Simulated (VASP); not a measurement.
Zr3PdSe4, 16 atoms in the cell. Symmetry: P6_3/mmc, No. 194, hexagonal system. Conventional cell: a = 7.414 Å, b = 7.414 Å, c = 6.913 Å, α = 90.00°, β = 90.00°, γ = 120.00°. Zr (site symmetry 2/m) has 6 Se at 2.75 Å as nearest neighbours. Pd (site symmetry -3m) has 6 Se at 2.76 Å as nearest neighbours. Se (site symmetry -6m2) is surrounded by 6 Zr at 2.75 Å. Se (site symmetry mm2) has 4 Zr at 2.75 Å and 2 Pd at 2.76 Å as nearest neighbours. The cell was built by a generator and needn't be a form met in nature.

- Program: VASP 6.6.1
- Task: relaxation of cell and atoms
- Functional: PBE
- Potentials or basis: VASP PAW PBE potentials, release 64 (Zr_sv, Pd, Se)
- Cutoff: 520 eV
- k mesh: 6 × 6 × 4
- Occupations: gaussian, width 0.1 eV
- Spin: no spin polarisation
- Further INCAR settings: ALGO = Normal; EDIFF = 1e-06; IBRION = 2; EDIFFG = -0.01; NSW = 90; ISIF = 3

Potentials or basis: VASP PAW PBE potentials, release 64 (Zr_sv, Pd, Se).

Command:

```console
$ cat potpaw_PBE.64/Zr_sv/POTCAR potpaw_PBE.64/Pd/POTCAR potpaw_PBE.64/Se/POTCAR > POTCAR
$ mpirun -np 4 vasp_std > vasp.out
```

Hardware: 4 MPI ranks on Intel(R) Xeon(R) Platinum 8559C (Emerald Rapids), with other jobs on the host.

Estimate the wall time of this run.

Wall time 33 min on 4 MPI ranks on Intel(R) Xeon(R) Platinum 8559C (Emerald Rapids), on a shared host, peak memory 0.77 GiB a rank. Counts: scf iterations 105, k points 21, ion steps 12.
